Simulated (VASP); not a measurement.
Given:

```xyz
4
Lattice="3.8548 0.0000 0.0000 -1.9274 3.3384 0.0000 0.0000 0.0000 6.0317" Properties=species:S:1:pos:R:3 pbc="T T T"
Be     0.0000     0.0000     0.0000
Be     0.0000     0.0000     3.0158
Te     0.0000     2.2256     1.5079
Te     1.9274     1.1128     4.5238
```

These are r2SCAN meta-GGA, VASP's PBE PAW potentials (set 64) (plane waves; VASP) values and carry that method's errors. Settings: 400 eV cut-off, 10×10×6 Γ-centred mesh, tetrahedra with Blöchl corrections, potentials Be Te.

Unless said otherwise, spin-orbit coupling is left out, though it shifts the bands of the heavy elements here.

**Question.** Predict the energy per atom (σ→0), band gap (over mesh and band path) with the smallest direct gap where there is one.

**Answer.** 
The band gap (over mesh and band path) is none (metal, semimetal or under 0.01 eV) and the energy per atom (σ→0) comes out as -14.772 eV/atom.

The structure was generated: BeTe was put into the NiAs type (P6_3/mmc), which need not be its known phase. It was relaxed first, which changed the volume by +15 %.
